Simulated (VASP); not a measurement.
The system is Re.

```xyz
2
Lattice="2.7600 0.0000 0.0000 -1.3800 2.3902 0.0000 0.0000 0.0000 4.4500" Properties=species:S:1:pos:R:3 pbc="T T T"
Re    0.0000    1.5935    1.1125
Re    1.3800    0.7967    3.3375
```

The cell was built by a generator and needn't be a form met in nature.

| Quantity | Value |
| --- | --- |
| Program | VASP 6.6.1 |
| Task | relaxation of cell and atoms |
| Functional | PBE |
| Potentials or basis | VASP PAW PBE potentials, release 64 (Re) |
| Cutoff | 700 eV |
| k mesh | 18 × 18 × 10 |
| Occupations | methfessel-paxton, width 0.1 eV |
| Spin | no spin polarisation |

At the start: pressure 6.7 GPa; volume 14.68 Å³/atom.

How do energy, volume and symmetry change on relaxing?

Over 9 steps the energy falls by 5.3 meV/atom and the volume is 14.93 Å³/atom (+1.7 %); space group P6_3/mmc (No. 194, to 0.05 Å).

The path:
```
step  energy change (eV)  largest force (eV/Å)  pressure (GPa)  volume (Å³)
   1              0.0000                0.0000            6.69        29.36
   2              0.1508                0.0000          -22.25        32.04
   3             -0.0106                0.0000           -0.19        29.89
   4             -0.0106                0.0000           -0.04        29.87
   5             -0.0106                0.0000            0.08        29.86
   6             -0.0106                0.0000            0.12        29.86
   7             -0.0106                0.0000            0.10        29.86
   8             -0.0106                0.0000           -0.29        29.89
   9             -0.0106                0.0000            0.00        29.87
```

Final structure:
```yaml
crystal:
  lattice:
    - [2.77367, 0.00000, 0.00000]
    - [-1.38684, 2.40207, 0.00000]
    - [0.00000, 0.00000, 4.48276]
  atoms:
    - { symbol: Re, position: [0.33333, 0.66667, 0.25000] }
    - { symbol: Re, position: [0.66667, 0.33333, 0.75000] }
```
